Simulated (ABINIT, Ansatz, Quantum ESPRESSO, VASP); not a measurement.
## One structure in several programs: Ni3Al (Pm-3m, 4 atoms in the cell)

Self-consistent single point.

```yaml
crystal:
  lattice:
    - [3.57000, 0.00000, 0.00000]
    - [0.00000, 3.57000, 0.00000]
    - [0.00000, 0.00000, 3.57000]
  atoms:
    - { symbol: Al, position: [0.00000, 0.00000, 0.00000] }
    - { symbol: Ni, position: [0.00000, 0.50000, 0.50000], spin: 0.5 }
    - { symbol: Ni, position: [0.50000, 0.00000, 0.50000], spin: 0.5 }
    - { symbol: Ni, position: [0.50000, 0.50000, 0.00000], spin: 0.5 }
```
(The spins are starting values, not results.)

All programs got the same cell, k-point mesh and kind of occupations, and the same starting moments (in Ansatz's words: kpoints.mp_grid.grid = 7 7 7; magnetization.spin_polarized = true; scf.occupations.method = gaussian; scf.occupations.width = 0.136 eV); potentials, basis and cutoffs are each program's usual ones.

| code | model | pressure (GPa) | size of the net moment (μB/atom) | cutoff |
|---|---|---|---|---|
| Ansatz | PBE, default PAW files | -0.56 | 0.19 | default |
| Quantum ESPRESSO | PBE, PSlibrary ultrasoft (PBE) pseudopotentials | -1.10 | 0.16 | 50 Ry |
| VASP | PBE, VASP's PBE PAW potentials (set 64) | -0.59 | 0.18 | 300 eV |
| ABINIT | PBE, norm-conserving pseudopotentials (PseudoDojo nc-sr-05 PBE standard) | -0.54 | 0.19 | 98 Ry |

The spread over the programs that give each value: pressure within 0.56 GPa; size of the net moment within 0.03 μB/atom.

The starting cell has typed, rounded lattice constants, without a prior relaxation at this level. On Ansatz's run: The magnetic order is the one reached from the typed start; others were not searched systematically.

Problem. Why do the programs differ, and what cannot be compared?

Solution. Differences of this kind can come from the potentials, where these differ, and from what each basis and cutoff leave unconverged. The valence holds different numbers of electrons (Ansatz (a first-principles code) 57, Quantum ESPRESSO 33, VASP 33, ABINIT 57). The zero of total energies and Fermi levels follows the potentials and each program's conventions, so they are not compared here. Ansatz's pressure is given at a fixed set of plane waves, as the other plane-wave codes print theirs; with its correction for the finite basis it is -0.50 GPa. Site moments depend on each program's spheres or projections; the total moment of the cell does not.

VASP's run is marked for a possible Pulay error in its stress at this cutoff; no cutoff test was made.

Left out of this page: GPAW, Elk, FLEUR and SIESTA (not drawn, or without a comparable value).

Keys are those of Ansatz 0.2.
